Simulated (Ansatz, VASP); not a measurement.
**TiIn2Au in VASP and in Ansatz**

```
In Au Ti
1.0
     4.39095    0.00000    0.00000
     2.19548   -5.18500    0.00000
     0.00000    0.00000   -7.06811
In Au Ti
4 2 2
Direct
  0.36364 0.27272 0.94763
  0.63636 0.72728 0.44763
  0.63636 0.72728 0.05237
  0.36364 0.27272 0.55237
  0.78946 0.42108 0.75000
  0.21054 0.57892 0.25000
  0.07593 0.84814 0.75000
  0.92407 0.15186 0.25000
```

The cell was built by a generator and needn't be a form met in nature.

Alike in both runs: task single point; functional PBE; k mesh 5 × 5 × 3; no spin polarisation.

|  | VASP | Ansatz |
| --- | --- | --- |
| version | VASP 6.6.1 | Ansatz 0.2.0 |
| potentials or method | VASP PAW PBE potentials, release 64 (In_d, Au, Ti_sv) | PAW plane waves |
| plane-wave cutoff (eV) | 520 | 420 |
| occupations | fermi-dirac, width 0.1 eV | fermi-dirac |
| valence electrons in the cell | 98 | 114 |

```tsv
	VASP	Ansatz	Ansatz less VASP
gap on the k mesh at the Fermi level (eV)	none	none	-
pressure (GPa)	6.2	6.3	+0.05
largest component of the traceless stress (GPa)	4.44	4.44	-0.003
rms of the force components (eV/Å)	0.657	0.658	+0.0009
```

Atom by atom the forces differ by 0.002 eV/Å (rms over components). A gap of «none» marks a metal or a gap that the smearing closes. The two sets of potentials don't hold the same shells in valence.

Caveats: forces of over 1 eV/Å show positions far from the minimum, so gaps and moduli don't describe the material at rest. The runs have no spin-orbit coupling, so splittings on Au are missing.
